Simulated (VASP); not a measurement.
Data:

```
CELL_PARAMETERS angstrom
      4.39940    -2.43981     0.00112
      4.39940     2.43981     0.00112
      3.04532     0.00000     4.00417
ATOMIC_POSITIONS crystal
  B  0.01058 0.65387 0.01058
  B  0.01058 0.01058 0.65387
  B  0.65387 0.01058 0.01058
  B  0.98942 0.34613 0.98942
  B  0.98942 0.98942 0.34613
  B  0.34613 0.98942 0.98942
  B  0.22173 0.62962 0.22173
  B  0.22173 0.22173 0.62962
  B  0.62962 0.22173 0.22173
  B  0.77827 0.37038 0.77827
  B  0.77827 0.77827 0.37038
  B  0.37038 0.77827 0.77827
```

Calculation: PBEsol GGA, VASP's PBE PAW potentials (set 64) (plane waves; VASP). Run with 520 eV cut-off, Gaussian smearing of 0.050 eV, potentials B.

Question: Give the energies of bands 11 to 24 at the high-symmetry points, in eV from the valence-band maximum.

Answer: 
| band | Γ | T | H2 | L | S0 | F |
|---|---|---|---|---|---|---|
| 11 | -6.43 | -4.94 | -3.97 | -5.32 | -3.67 | -4.80 |
| 12 | -5.70 | -4.15 | -3.95 | -4.85 | -3.43 | -4.17 |
| 13 | -4.58 | -3.35 | -3.50 | -4.29 | -3.37 | -3.67 |
| 14 | -4.58 | -3.35 | -3.17 | -3.20 | -3.28 | -3.35 |
| 15 | -1.50 | -3.11 | -2.53 | -2.81 | -2.82 | -3.06 |
| 16 | -0.86 | -1.97 | -2.34 | -1.98 | -2.41 | -2.65 |
| 17 | -0.86 | -1.97 | -1.96 | -1.76 | -2.08 | -2.18 |
| 18 | -0.36 | 0.00 | -1.81 | -0.60 | -1.74 | -1.96 |
| 19 | 1.32 | 2.49 | 1.61 | 1.86 | 1.75 | 1.38 |
| 20 | 4.52 | 2.72 | 2.58 | 3.17 | 2.10 | 2.56 |
| 21 | 4.52 | 2.72 | 3.01 | 3.53 | 3.06 | 2.77 |
| 22 | 4.67 | 4.92 | 3.79 | 4.85 | 3.80 | 3.43 |
| 23 | 4.67 | 4.92 | 4.88 | 4.99 | 4.78 | 5.32 |
| 24 | 6.29 | 5.40 | 5.05 | 5.48 | 5.11 | 5.53 |

The gap is indirect, 1.32 eV, from the valence maximum at T to the conduction minimum at Γ-T at 0.09.

The compound is B in the alpha structure. It was relaxed first.
